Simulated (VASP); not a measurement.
All values below come from PBEsol GGA, VASP's PBE PAW potentials (set 64) (plane waves; VASP).

A VASP calculation is set up with these files.

### KPOINTS
```
k-points along high-symmetry lines
15
Line-mode
Reciprocal
  0.000000   0.000000   0.000000 ! GAMMA
  0.000000   0.500000   0.000000 ! X

  0.000000   0.500000   0.000000 ! X
  0.500000   0.500000   0.000000 ! M

  0.500000   0.500000   0.000000 ! M
  0.000000   0.000000   0.000000 ! GAMMA

  0.000000   0.000000   0.000000 ! GAMMA
  0.500000   0.500000   0.500000 ! R

  0.500000   0.500000   0.500000 ! R
  0.000000   0.500000   0.000000 ! X

  0.500000   0.500000   0.500000 ! R
  0.500000   0.500000   0.000000 ! M
```

**INCAR**
```
# general
SYSTEM  = Cd4S3Te
PREC    = Accurate
ENCUT   = 400
LREAL   = .FALSE.
LASPH   = .TRUE.
ICHARG  = 11

# electronic loop
EDIFF   = 1E-7
NELM    = 100   # most electronic steps
ALGO    = Normal
LMAXMIX = 4   # l cut-off of mixed one-centre charges

# smearing
ISMEAR  = 0
SIGMA   = 0.05   # width (eV)

# functional
GGA     = PS   # PBEsol

# output
LWAVE   = .FALSE.
LCHARG  = .FALSE.
LORBIT  = 11
```

### POSCAR
```
Cd4S3Te
1
    5.9882743496    -0.0000000000     0.0000000000
    0.0000000000     5.9882743496    -0.0000000000
   -0.0000000000     0.0000000000     5.9882743496
Cd Te S
4 1 3
Direct
  0.9856181947   0.9856181947   0.9856181947
  0.5143818053   0.5143818053   0.9856181947
  0.5143818053   0.9856181947   0.5143818053
  0.9856181947   0.5143818053   0.5143818053
  0.2500000000   0.2500000000   0.2500000000
  0.7500000000   0.7500000000   0.2500000000
  0.7500000000   0.2500000000   0.7500000000
  0.2500000000   0.7500000000   0.7500000000
```

POTCAR, in this order: Cd Te S (PBE.64 set). Program: vasp_std. Read from the step before: CHGCAR.

Output of the run:

File OUTCAR:
```
 ion  position               nearest neighbor table
   1  0.986  0.986  0.986-   6 2.55   7 2.55   8 2.55   5 2.74
   2  0.514  0.514  0.986-   6 2.55   7 2.55   8 2.55   5 2.74
   3  0.514  0.986  0.514-   6 2.55   7 2.55   8 2.55   5 2.74
   4  0.986  0.514  0.514-   6 2.55   7 2.55   8 2.55   5 2.74
   5  0.250  0.250  0.250-   1 2.74   2 2.74   3 2.74   4 2.74
   6  0.750  0.750  0.250-   1 2.55   2 2.55   3 2.55   4 2.55
   7  0.750  0.250  0.750-   1 2.55   2 2.55   3 2.55   4 2.55
   8  0.250  0.750  0.750-   1 2.55   2 2.55   3 2.55   4 2.55
  LATTYP: Found a simple cubic cell.
 ALAT       =     5.9882743496
 Subroutine PRICEL returns:
 Original cell was already a primitive cell.
 Subroutine GETGRP returns: Found 24 space group operations
The static configuration has the point symmetry C_3v.
 The point group associated with its full space group is T_d .
The dynamic configuration has the point symmetry C_3v.
 Subroutine INISYM returns: Found 24 space group operations
   k-points           NKPTS =     90   k-points in BZ     NKDIM =     90   number of bands    NBANDS=     43
   number of dos      NEDOS =    301   number of ions     NIONS =      8
   total plane-waves  NPLWV =  64000
   dimension x,y,z NGX =    40 NGY =   40 NGZ =   40
   dimension x,y,z NGXF=    80 NGYF=   80 NGZF=   80
   ions per type =               4   1   3
   PREC   = accura    normal or accurate (medium, high low for compatibility)
...
```

OSZICAR:
```
       N       E                     dE             d eps       ncg     rms          rms(c)
DAV:   1     0.435174414590E+03    0.43517E+03   -0.30444E+04  7748   0.124E+03
DAV:   2     0.906539361618E+00   -0.43427E+03   -0.42620E+03  8724   0.337E+02
DAV:   3    -0.244722842433E+02   -0.25379E+02   -0.25264E+02  9080   0.801E+01
DAV:   4    -0.248200058703E+02   -0.34772E+00   -0.34730E+00  9169   0.866E+00
DAV:   5    -0.248257072462E+02   -0.57014E-02   -0.56998E-02  8973   0.103E+00
DAV:   6    -0.248258860268E+02   -0.17878E-03   -0.17877E-03  9548   0.164E-01
DAV:   7    -0.248258900719E+02   -0.40451E-05   -0.40450E-05  8988   0.225E-02
DAV:   8    -0.248258902049E+02   -0.13301E-06   -0.13300E-06  7731   0.403E-03
DAV:   9    -0.248258902107E+02   -0.57516E-08   -0.56741E-08  6056   0.894E-04
   1 F= -.24825890E+02 E0= -.24825890E+02  d E =-.732104E-15
```

File OUTCAR:
```
 val. band max:        1.6613265866   @ k =   0.0000   0.0000   0.0000

 cond. band min:       2.2927972689   @ k =   0.0000   0.0000   0.0000



 k-point     1 :       0.0000    0.0000    0.0000
  band No.  band energies     occupation
      1     -10.7924      2.00000
      2     -10.3689      2.00000
      3     -10.3689      2.00000
      4      -8.8797      2.00000
      5      -6.3182      2.00000
      6      -6.3182      2.00000
      7      -6.3182      2.00000
      8      -6.1347      2.00000
      9      -6.1347      2.00000
     10      -6.1347      2.00000
     11      -6.0531      2.00000
     12      -6.0531      2.00000
     13      -6.0531      2.00000
     14      -5.9812      2.00000
     15      -5.9812      2.00000
     16      -5.9812      2.00000
     17      -5.9104      2.00000
     18      -5.9104      2.00000
     19      -5.8325      2.00000
     20      -5.8325      2.00000
     21      -5.8325      2.00000
     22      -5.4535      2.00000
     23      -5.4535      2.00000
     24      -5.4090      2.00000
     25      -2.5673      2.00000
     26      -2.5673      2.00000
     27      -2.5673      2.00000
     28      -0.5077      2.00000
     29      -0.5077      2.00000
     30      -0.5077      2.00000
     31      -0.2279      2.00000
     32      -0.2279      2.00000
     33      -0.2279      2.00000
     34       1.6613      2.00000
     35       1.6613      2.00000
     36       1.6613      2.00000
     37       2.2928      0.00000
     38       4.6062      0.00000
     39       4.8199      0.00000
     40       4.8199      0.00000
     41       5.3392      0.00000
     42       5.3392      0.00000
     43       5.3392      0.00000

 k-point     2 :       0.0000    0.0357    0.0000
  band No.  band energies     occupation
      1     -10.7910      2.00000
      2     -10.3700      2.00000
      3     -10.3690      2.00000
      4      -8.8799      2.00000
      5      -6.3174      2.00000
      6      -6.3174      2.00000
...
```

The density is held fixed in this step, so its total energy and stress have no physical meaning. Unless said otherwise, spin-orbit coupling is left out, though it shifts the bands of the heavy elements here.

The structure was generated: Cd4S3Te was put into an ordered model structure (P-43m), which need not be its known phase. It was relaxed first.
